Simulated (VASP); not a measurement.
A convergence study with VASP on SnO₂ (rutile): a few settings are varied, all else stays as given below, so the limit is that of these other settings.

```xyz
6
Lattice="4.7400 0.0000 0.0000 0.0000 4.7400 0.0000 0.0000 0.0000 3.1900" Properties=species:S:1:pos:R:3 pbc="T T T"
Sn     0.0000     0.0000     0.0000
Sn     2.3700     2.3700     1.5950
O      1.4552     1.4552     0.0000
O      3.8252     0.9148     1.5950
O      0.9148     3.8252     1.5950
O      3.2848     3.2848     0.0000
```

Computed with PBEsol GGA, VASP's PBE PAW potentials (set 64) (plane waves; VASP). The last row used: 700 eV cut-off, 9×9×14 Γ-centred mesh, second-order Methfessel-Paxton smearing of 0.40 eV, potentials Sn_d O.

| setting | E (eV/atom) | pressure (GPa) | largest force (eV/Å) | irreducible k-points |
|---|---|---|---|---|
| ISMEAR = -1, SIGMA = 0.01, 2×2×4 mesh | -6.6035 | 4.44 | 0.178 | 9 |
| ISMEAR = -1, SIGMA = 0.1, 2×2×4 mesh | -6.6035 | 4.45 | 0.178 | 9 |
| ISMEAR = 0, SIGMA = 0.01, 2×2×4 mesh | -6.6035 | 4.44 | 0.178 | 9 |
| ISMEAR = 0, SIGMA = 0.2, 2×2×4 mesh | -6.6035 | 4.44 | 0.178 | 9 |
| ISMEAR = 1, SIGMA = 0.05, 2×2×4 mesh | -6.6035 | 4.44 | 0.178 | 9 |
| ISMEAR = 1, SIGMA = 0.2, 2×2×4 mesh | -6.6034 | 4.44 | 0.178 | 9 |
| ISMEAR = 2, SIGMA = 0.05, 2×2×4 mesh | -6.6035 | 4.44 | 0.178 | 9 |
| ISMEAR = 2, SIGMA = 0.2, 2×2×4 mesh | -6.6034 | 4.44 | 0.178 | 9 |
| ISMEAR = -1, SIGMA = 0.01, 5×5×8 mesh | -6.6102 | 4.71 | 0.200 | 30 |
| ISMEAR = -1, SIGMA = 0.2, 5×5×8 mesh | -6.6100 | 4.77 | 0.202 | 30 |
| ISMEAR = 0, SIGMA = 0.01, 5×5×8 mesh | -6.6102 | 4.71 | 0.200 | 30 |
| ISMEAR = 0, SIGMA = 0.4, 5×5×8 mesh | -6.6102 | 4.72 | 0.201 | 30 |
| ISMEAR = 1, SIGMA = 0.05, 5×5×8 mesh | -6.6102 | 4.71 | 0.200 | 30 |
| ISMEAR = 1, SIGMA = 0.4, 5×5×8 mesh | -6.6116 | 4.66 | 0.205 | 30 |
| ISMEAR = 2, SIGMA = 0.05, 5×5×8 mesh | -6.6102 | 4.71 | 0.200 | 30 |
| ISMEAR = 2, SIGMA = 0.4, 5×5×8 mesh | -6.6101 | 4.71 | 0.200 | 30 |
| ISMEAR = -1, SIGMA = 0.05, 9×9×14 mesh | -6.6103 | 4.71 | 0.201 | 120 |
| ISMEAR = -1, SIGMA = 0.2, 9×9×14 mesh | -6.6101 | 4.75 | 0.202 | 120 |
| ISMEAR = 0, SIGMA = 0.1, 9×9×14 mesh | -6.6103 | 4.71 | 0.201 | 120 |
| ISMEAR = 0, SIGMA = 0.4, 9×9×14 mesh | -6.6103 | 4.72 | 0.201 | 120 |
| ISMEAR = 1, SIGMA = 0.1, 9×9×14 mesh | -6.6103 | 4.71 | 0.201 | 120 |
| ISMEAR = 1, SIGMA = 0.4, 9×9×14 mesh | -6.6116 | 4.66 | 0.206 | 120 |
| ISMEAR = 2, SIGMA = 0.1, 9×9×14 mesh | -6.6103 | 4.71 | 0.201 | 120 |
| ISMEAR = 2, SIGMA = 0.4, 9×9×14 mesh | -6.6102 | 4.71 | 0.200 | 120 |

Left out are rungs that failed or repeat a setting and relaxations that didn't move; long series are thinned to 24 rows.

The compound is SnO2 in the rutile structure. The cell was not relaxed at this level, forces remain on its atoms.
